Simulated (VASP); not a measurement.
# Zn8Se5S3 (R3m) in VASP: a series of runs

The runs below take Zn8Se5S3 through relaxation of cell and atoms, with PBEsol.

All numbers are computed with VASP 6.6.1; they aren't measurements. Logs are shortened: lines on timing, memory, paths and dates and some standing lists are left out, and cuts for length are marked.

## 1. Starting point

It takes space group R3m (No. 160, trigonal). Conventional cell: a = 7.875 Å, b = 7.875 Å, c = 19.291 Å, α = 90.00°, β = 90.00°, γ = 120.00°. Zn (site symmetry m) has 2 Se at 2.41 Å and 2 S at 2.41 Å as nearest neighbours. Around Zn (site symmetry 3m) lie 1 Se at 2.41 Å and 3 S at 2.41 Å. Zn (site symmetry m) is surrounded by 3 Se at 2.41 Å and 1 S at 2.41 Å. Zn (site symmetry 3m) has 4 Se at 2.41 Å as nearest neighbours. Around S (site symmetry m) lie 4 Zn at 2.41 Å. Se (site symmetry 3m) has 4 Zn at 2.41 Å as nearest neighbours. Se (site symmetry 3m) has 4 Zn at 2.41 Å as nearest neighbours. Se (site symmetry m) has 4 Zn at 2.41 Å as nearest neighbours.

The cell was built by a generator and needn't be a form met in nature.

## 2. Relaxation of cell and atoms, PBEsol

Contents of INCAR:

```
PREC = Accurate ; ENCUT = 600
EDIFF = 1E-6 ; ISMEAR = 0
SIGMA = 0.03 ; LREAL = False
LASPH = True ; NELM = 80
ALGO = Normal ; ISIF = 3
LWAVE = False ; LCHARG = False
GGA = PS ; IBRION = 2
NSW = 90 ; EDIFFG = -0.01
KPAR = 4
```

Contents of KPOINTS:

```
Automatic mesh
0
Gamma
  6 6 4
```

Contents of POSCAR:

```
Zn8Se5S3
1.0
   -5.5687500000      0.0000000000      5.5687500000
   -5.5687500000     -5.5687500000      0.0000000000
    0.0000000000     -5.5687500000      5.5687500000
Zn S Se
8 3 5
Direct
    0.0000000000      0.5000000000      0.0000000000
    0.0000000000      0.0000000000      0.0000000000
    0.0000000000      0.5000000000      0.5000000000
    0.0000000000      0.0000000000      0.5000000000
    0.5000000000      0.5000000000      0.0000000000
    0.5000000000      0.0000000000      0.0000000000
    0.5000000000      0.5000000000      0.5000000000
    0.5000000000      0.0000000000      0.5000000000
    0.1250000000      0.1250000000      0.1250000000
    0.1250000000      0.6250000000      0.1250000000
    0.1250000000      0.1250000000      0.6250000000
    0.1250000000      0.6250000000      0.6250000000
    0.6250000000      0.1250000000      0.1250000000
    0.6250000000      0.6250000000      0.1250000000
    0.6250000000      0.1250000000      0.6250000000
    0.6250000000      0.6250000000      0.6250000000
```

Potentials or basis: VASP PAW PBE potentials, release 64 (Zn, S, Se).

Launch:

```console
$ cat potpaw_PBE.64/Zn/POTCAR potpaw_PBE.64/S/POTCAR potpaw_PBE.64/Se/POTCAR > POTCAR
$ mpirun -np 4 vasp_std > vasp.out
```

OUTCAR:

```text
PREC = Accurate
   ENCUT = 600
   EDIFF = 1E-6
   ISMEAR = 0
   LREAL = False
   LASPH = True
   NELM = 80
   ISIF = 3
   GGA = PS
   IBRION = 2
   NSW = 90
   EDIFFG = -0.01

 ion  position               nearest neighbor table
   1  0.000  0.500  0.000-   9 2.41  12 2.41  14 2.41  10 2.41
   2  0.000  0.000  0.000-  10 2.41  11 2.41  13 2.41   9 2.41
   3  0.000  0.500  0.500-  10 2.41  11 2.41  16 2.41  12 2.41
   4  0.000  0.000  0.500-   9 2.41  12 2.41  15 2.41  11 2.41
   5  0.500  0.500  0.000-  10 2.41  13 2.41  16 2.41  14 2.41
   6  0.500  0.000  0.000-   9 2.41  14 2.41  15 2.41  13 2.41
[... 8 lines left out ...]
  15  0.625  0.125  0.625-   4 2.41   6 2.41   7 2.41   8 2.41
  16  0.625  0.625  0.625-   3 2.41   5 2.41   8 2.41   7 2.41

  LATTYP: Found a face centered cubic cell.
 ALAT       =    11.1375000000

  Lattice vectors:

 A1 = (  -5.5687500000,   0.0000000000,   5.5687500000)
 A2 = (  -5.5687500000,  -5.5687500000,   0.0000000000)
 A3 = (   0.0000000000,  -5.5687500000,   5.5687500000)

Analysis of symmetry for initial positions (statically):
=====================================================================
 Subroutine PRICEL returns:
 Original cell was already a primitive cell.

 Routine SETGRP: Setting up the symmetry group for a
 face centered cubic supercell.

 Subroutine GETGRP returns: Found  6 space group operations
 (whereof  6 operations were pure point group operations)
 out of a pool of 48 trial point group operations.

The static configuration has the point symmetry C_3v.

Analysis of symmetry for dynamics (positions and initial velocities):
=====================================================================
 Subroutine PRICEL returns:
 Original cell was already a primitive cell.

 Routine SETGRP: Setting up the symmetry group for a
 face centered cubic supercell.

 Subroutine GETGRP returns: Found  6 space group operations
 (whereof  6 operations were pure point group operations)
 out of a pool of 48 trial point group operations.

The dynamic configuration has the point symmetry C_3v.

 Subroutine INISYM returns: Found  6 space group operations
 (whereof  6 operations are pure point group operations),
 and found     1 'primitive' translations

----------------------------------------------------------------------------------------

                                     Primitive cell

  volume of cell :     345.3848

  direct lattice vectors                    reciprocal lattice vectors
    -5.568750000  0.000000000  5.568750000    -0.089786756  0.089786756  0.089786756
    -5.568750000 -5.568750000  0.000000000    -0.089786756 -0.089786756 -0.089786756
     0.000000000 -5.568750000  5.568750000     0.089786756 -0.089786756  0.089786756

  length of vectors
     7.875401775  7.875401775  7.875401775     0.155515224  0.155515224  0.155515224

  position of ions in fractional coordinates (direct lattice)
     0.000000000  0.500000000  0.000000000
     0.000000000  0.000000000  0.000000000
     0.000000000  0.500000000  0.500000000
     0.000000000  0.000000000  0.500000000
     0.500000000  0.500000000  0.000000000
     0.500000000  0.000000000  0.000000000
[... 8 lines left out ...]
     0.625000000  0.125000000  0.625000000
     0.625000000  0.625000000  0.625000000

  ion indices of the primitive-cell ions
   primitive index   ion index
                 1           1
                 2           2
                 3           3
                 4           4
                 5           5
                 6           6
[... 8 lines left out ...]
                15          15
                16          16

----------------------------------------------------------------------------------------

 KPOINTS: Automatic mesh

Automatic generation of k-mesh.
 Grid dimensions read from file:
 generate k-points for:    6    6    4

 Generating k-lattice:

  Cartesian coordinates                     Fractional coordinates (reciprocal lattice)
[... 19 lines left out ...]
|     Your reciprocal lattice and k-lattice belong to different lattice       |
|     classes:                                                                |
|                                                                             |
|        The reciprocal lattice is body-centered cubic,                       |
|        whereas your k-lattice is base-centered monoclinic.                  |
|                                                                             |
|     Results are often still useful ...                                      |
|                                                                             |
 -----------------------------------------------------------------------------

 WARNING: IBZKPT: internal override: KBLOWUP is changed to .FALSE.
      ... skipping the blow-up phase ...

 Subroutine IBZKPT returns following result:
 ===========================================

 Found     59 irreducible k-points:

 Following reciprocal coordinates:
            Coordinates               Weight
  0.000000  0.000000  0.000000      1.000000
  0.166667  0.000000  0.000000      2.000000
  0.333333  0.000000  0.000000      2.000000
  0.500000  0.000000  0.000000      1.000000
  0.000000  0.166667  0.000000      2.000000
  0.166667  0.166667  0.000000      2.000000
[... 16 lines left out ...]
  0.333333  0.000000  0.250000      2.000000
  0.500000  0.000000  0.250000      2.000000
 [... further k-points ...]
   k-points           NKPTS =     59   k-points in BZ     NKDIM =     59   number of bands    NBANDS=     86
   number of dos      NEDOS =    301   number of ions     NIONS =     16
   total plane-waves  NPLWV = 262144
   dimension x,y,z NGX =    64 NGY =   64 NGZ =   64
   dimension x,y,z NGXF=   128 NGYF=  128 NGZF=  128
   ions per type =               8   3   5
   NGX,Y,Z   is equivalent  to a cutoff of  13.51, 13.51, 13.51 a.u.
   NGXF,Y,Z  is equivalent  to a cutoff of  27.02, 27.02, 27.02 a.u.
 SYSTEM =  unknown system
   PREC   = accura    normal or accurate (medium, high low for compatibility)
   ISTART =      0    job   : 0-new  1-cont  2-samecut
   ICHARG =      2    charge: 1-file 2-atom 10-const
   ISPIN  =      1    spin polarized calculation?
   LNONCOLLINEAR =      F non collinear calculations
   LSORBIT =      F    spin-orbit coupling
   LASPH  =      T    aspherical Exc in radial PAW
   ENCUT  =  600.0 eV  44.10 Ry    6.64 a.u.  15.73 15.73 15.73*2*pi/ulx,y,z
   NELM   =     80;   NELMIN=  2; NELMDL= -5     # of ELM steps
   EDIFF  = 0.1E-05   stopping-criterion for ELM
   LREAL  =      F    real-space projection
   EDIFFG = -.1E-01   stopping-criterion for IOM
   NSW    =     90    number of steps for IOM
   IBRION =      2    ionic relax: 0-MD 1-quasi-New 2-CG
   NFREE  =      1    steps in history (QN), initial steepest desc. (CG)
   ISIF   =      3    stress and relaxation
   ISYM   =      2    0-nonsym 1-usesym 2-fastsym
   POTIM  = 0.5000    time-step for ionic-motion
   TEBEG  =    0.0;   TEEND  =   0.0 temperature during run
   PSTRESS=    0.0 pullay stress
   NELECT =     144.0000    total number of electrons
   NUPDOWN=      -1.0000    fix difference up-down
   EMIN   =  10.00;   EMAX   =-10.00  energy-range for DOS
   EFERMI =   0.00;   METHOD = LEGACY
   ISMEAR =     0;   SIGMA  =   0.03  broadening in eV -4-tet -1-fermi 0-gaus
   EFERMI_NEDOS =   21; number of points for ismear=-14 and -15
   IALGO  =     38    algorithm
   IMIX   =      4    mixing-type and parameters
     AMIX     =   0.40;   BMIX     =  1.00
     AMIX_MAG =   1.60;   BMIX_MAG =  1.00
  volume/ion in A,a.u.               =      21.59       145.67
  Fermi-wavevector in a.u.,A,eV,Ry     =   1.223004  2.311143 20.350768  1.495739
  Thomas-Fermi vector in A             =   2.358131
   LORBIT       =      0    0 simple, 1 ext, 2 COOP (PROOUT), +10 PAW based schemes
   GGA     = PS    functional components
   LHFCALC =     F    Hartree Fock is set to
   AEXX    =    0.0000 exact exchange contribution
   IVDW    =     0    specifies the selected vdW correction
   LEPSILON=     F    determine dielectric tensor
   LRPA    =     F    only Hartree local field effects (RPA)
 conjugate gradient relaxation of ions
 non-spin polarized calculation
 Gauss-broadening in eV      SIGMA  =   0.03
  energy-cutoff  :      600.00
  volume of cell :      345.38
 maximum number of plane-waves:     11618
   NGX = 31   NGY = 31   NGZ = 31

--------------------------------------- Ionic step        1  -------------------------------------------

 number of electron     143.9999951 magnetization

 Free energy of the ion-electron system (eV)
  ---------------------------------------------------
  ext. energy  EPLUGINS =         0.00000000
  ---------------------------------------------------
  free energy    TOTEN  =       -56.26777784 eV

  energy without entropy =      -56.26777784  energy(sigma->0) =      -56.26777784

------------------------ aborting loop because EDIFF is reached ----------------------------------------

  FORCE on cell =-STRESS in cart. coord.  units (eV):
  Direction    XX          YY          ZZ          XY          YZ          ZX
  --------------------------------------------------------------------------------------
  -------------------------------------------------------------------------------------
  Total       -2.0540291     -2.0540291     -2.0540291      0.0424307     -0.0424307      0.0424307
  in kB       -9.5282692     -9.5282692     -9.5282692      0.1968284     -0.1968284      0.1968284
  external PRESSURE =      -9.5282692 kB  Pullay stress =       0.0000000 kB
[... 387 lines left out ...]
--------------------------------------- Ionic step        9  -------------------------------------------

 number of electron     144.0000014 magnetization

 Free energy of the ion-electron system (eV)
  ---------------------------------------------------
  ext. energy  EPLUGINS =         0.00000000
  ---------------------------------------------------
  free energy    TOTEN  =       -56.45912600 eV

  energy without entropy =      -56.45912600  energy(sigma->0) =      -56.45912600

 E-fermi :   2.1271     XC(G=0):  -9.7291

 val. band max:        1.9412191882   @ k =   0.0000   0.0000   0.0000
 cond. band min:       3.3128566154   @ k =   0.0000   0.0000   0.0000
 fundamental gap:      1.3716374272
 Fermi energy:         2.1271043836

 k-point     1 :       0.0000    0.0000    0.0000
  band No.  band energies     occupation
      1     -11.5221      2.00000
      2     -10.6498      2.00000
      3     -10.6498      2.00000
      4     -10.6447      2.00000
      5     -10.6219      2.00000
      6     -10.3372      2.00000
[... 2077 lines left out ...]
     83       7.3730      0.00000
     84       7.4075      0.00000

 [... further k-points ...]

 [bands above 84 left out]

------------------------ aborting loop because EDIFF is reached ----------------------------------------

  FORCE on cell =-STRESS in cart. coord.  units (eV):
  Direction    XX          YY          ZZ          XY          YZ          ZX
  --------------------------------------------------------------------------------------
  -------------------------------------------------------------------------------------
  Total        0.0042777      0.0042777      0.0042777     -0.0105133      0.0105133     -0.0105133
  in kB        0.0202007      0.0202007      0.0202007     -0.0496468      0.0496468     -0.0496468
  external PRESSURE =       0.0202007 kB  Pullay stress =       0.0000000 kB
[... 31 lines left out ...]
  FREE ENERGIE OF THE ION-ELECTRON SYSTEM (eV)
  ---------------------------------------------------
  free  energy   TOTEN  =       -56.4591259999 eV

  energy  without entropy=      -56.4591259999  energy(sigma->0) =      -56.45912600

 reached required accuracy - stopping structural energy minimisation
```

Wall time 44 min (4 MPI ranks of Intel Xeon 6975P-C (Granite Rapids), shared host); peak memory 1.8 GiB.

What came out:

* Free energy: -56.4591 eV
* Relaxed volume: 21.20 Å³/atom
* Relaxed cell: a = 7.830 Å, b = 7.828 Å, c = 7.828 Å, α = 60.00°, β = 60.01°, γ = 60.01°
* Space group after relaxing (to 0.05 Å): R3m (No. 160)
* Energy gained by relaxing: 12.0 meV/atom
* Ionic steps: 9
* Pressure after relaxing: 0.0 GPa
* Largest force after relaxing: 0.005 eV/Å
* Band gap on the k mesh: 1.37 eV, direct

Forces on the atoms (eV/Å):
```
Zn  -0.003  0.003 -0.001
Zn   0.003 -0.003 -0.003
Zn  -0.003 -0.001  0.003
Zn   0.001  0.003  0.003
Zn   0.004  0.001  0.001
Zn  -0.001 -0.004  0.001
Zn   0.001 -0.001 -0.001
Zn  -0.001  0.001 -0.004
S    0.000  0.001  0.000
S   -0.001  0.000  0.000
S    0.000  0.000  0.001
Se  -0.002  0.002  0.002
Se   0.001 -0.001 -0.001
Se   0.002 -0.002  0.001
Se  -0.001 -0.002 -0.002
Se   0.002  0.001 -0.002
```

The path:
| step | energy change (eV) | largest force (eV/Å) | pressure (GPa) | volume (Å³) |
| --- | --- | --- | --- | --- |
| 1 | 0.0000 | 0.6826 | -0.95 | 345.38 |
| 2 | -0.1248 | 0.4187 | 0.22 | 339.01 |
| 3 | -0.1517 | 0.2233 | 1.11 | 334.62 |
| 4 | -0.1886 | 0.0987 | -0.08 | 339.87 |
| 5 | -0.1886 | 0.1000 | -0.06 | 339.71 |
| 6 | -0.1909 | 0.0322 | -0.03 | 339.49 |
| 7 | -0.1913 | 0.0223 | -0.01 | 339.36 |
| 8 | -0.1913 | 0.0217 | -0.01 | 339.35 |
| 9 | -0.1913 | 0.0046 | 0.00 | 339.28 |

Final structure:
```cif
data_structure
_symmetry_space_group_name_H-M 'P 1'
_symmetry_Int_Tables_number 1
_cell_length_a 7.8297
_cell_length_b 7.8277
_cell_length_c 7.8277
_cell_angle_alpha 60.000
_cell_angle_beta 60.008
_cell_angle_gamma 60.008
_cell_volume 339.28
loop_
_atom_site_label
_atom_site_type_symbol
_atom_site_fract_x
_atom_site_fract_y
_atom_site_fract_z
_atom_site_occupancy
Zn1 Zn 0.00797 0.49256 0.00690 1
Zn2 Zn 0.01043 0.99652 0.99652 1
Zn3 Zn 0.00797 0.49256 0.49256 1
Zn4 Zn 0.00797 0.00690 0.49256 1
Zn5 Zn 0.48847 0.50318 0.00418 1
Zn6 Zn 0.48847 0.00418 0.00418 1
Zn7 Zn 0.49929 0.50024 0.50024 1
Zn8 Zn 0.48847 0.00418 0.50318 1
S1 S 0.12405 0.12508 0.12508 1
S2 S 0.12405 0.62579 0.12508 1
S3 S 0.12405 0.12508 0.62579 1
Se1 Se 0.12295 0.62568 0.62568 1
Se2 Se 0.62672 0.12443 0.12443 1
Se3 Se 0.62639 0.62507 0.12348 1
Se4 Se 0.62639 0.12348 0.62507 1
Se5 Se 0.62639 0.62507 0.62507 1
```

Caveat: the PAW data sets were made with another functional, which shifts forces and pressure a little.

(Continued in part 2 of 2.)
